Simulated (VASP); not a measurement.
Shape and ions are relaxed at each volume.

Energy against volume of Y (hcp). The numbers are results of optB88-vdW, VASP's PBE PAW potentials (set 64) (plane waves; VASP), not measurements.

```json
[
 {"V (Å³/atom)": "29.971", "E (eV/atom)": "-3.86309"},
 {"V (Å³/atom)": "30.928", "E (eV/atom)": "-3.87556"},
 {"V (Å³/atom)": "31.884", "E (eV/atom)": "-3.87989"},
 {"V (Å³/atom)": "32.841", "E (eV/atom)": "-3.87682"},
 {"V (Å³/atom)": "33.797", "E (eV/atom)": "-3.86698"}
]
```

Task: Fit a third-order Birch-Murnaghan equation of state.

Result: 
- volume per atom = 31.95 Å^3/atom
- bulk modulus = 41.2 GPa
- pressure derivative of the bulk modulus = 2.10

Measured: bulk modulus 41.7 GPa at 0 K (computed value off by -1.2 %), as given by Vázquez-Parga, Fernández-Martínez, Viñes, J. Chem. Theory Comput. (2023), doi:10.1021/acs.jctc.3c00612, Supporting … [zero-point energy and finite temperature contributions removed].

The compound is Y in the hcp structure. It was relaxed first.
